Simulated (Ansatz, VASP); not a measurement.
One calculation of Li3SiP2, two programs

```xyz
6
Lattice="4.0787 2.3548 2.4294 -4.0787 2.3548 2.4294 0.0000 -4.7097 2.4294" Properties=species:S:1:pos:R:3 pbc="T T T"
Li    0.0000    2.3548    2.4294
Li    2.0393   -1.1774    2.4294
Li   -2.0393   -1.1774    2.4294
Si    0.0000    0.0000    0.0000
P     0.0000    0.0000    5.1548
P     0.0000    0.0000    2.1335
```

Alike in both runs: task relaxation of cell and atoms; functional PBE; k mesh 6 × 6 × 6; occupations gaussian, width 0.1 eV; no spin polarisation.

```csv
,VASP,Ansatz
version,VASP 6.6.1,Ansatz 0.2.0
potentials or method,"VASP PAW PBE potentials, release 64 (Li_sv, Si, P)","scalar-relativistic, plane waves, PAW"
plane-wave cutoff (eV),600,420
valence electrons in the cell,23,23
```

Ansatz gave:

- gap on the k mesh at the Fermi level, each at its own relaxed structure (eV): none
- relaxed volume (Å³/atom): 23.51
- relaxed cell length with the largest relative difference (Å): 5.317

**Question.** What did VASP give for the same quantities?

**Answer.** gap on the k mesh at the Fermi level, each at its own relaxed structure (eV): none; relaxed volume (Å³/atom): 23.50; relaxed cell length with the largest relative difference (Å): 5.316.

A gap of «none» marks a metal or a gap that the smearing closes.

Caveats: the cutoff is under 1.25 times the usual one of these potentials, so pressure, stress and relaxed cells hold a basis-set (Pulay) error (VASP).
